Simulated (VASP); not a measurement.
Input:

```
ScC
1.0
    2.81773     0.00000     0.00000
    0.00000     2.81773     0.00000
    0.00000     0.00000     2.81773
Sc C
1 1
Direct
  0.00000   0.00000   0.00000
  0.50000   0.50000   0.50000
```

Method: LDA (Ceperley-Alder, Perdew-Zunger), VASP's LDA PAW potentials (set 64) (plane waves; VASP). Run with 520 eV cut-off, Gaussian smearing of 0.050 eV, potentials Sc_sv C.

**Question.** Give the energies of bands 5 to 10 at the high-symmetry points, in eV from the Fermi level.

**Answer.** 
```csv
band,Γ,X,M,R
5,-12.10,-9.37,-9.46,-6.72
6,-0.72,-5.62,-2.69,-4.77
7,-0.72,-0.52,-2.69,-4.77
8,1.32,-0.52,0.27,-4.77
9,1.32,0.26,2.37,6.03
10,1.32,4.84,2.86,6.03
```

It has no gap at this level: it comes out as a metal or semimetal.

The structure was generated: ScC was put into the CsCl type type (Pm-3m), which need not be its known phase. It was relaxed first, which changed the volume by -32 %. The electron count is odd and the run is not spin-polarised, which forces a metal.
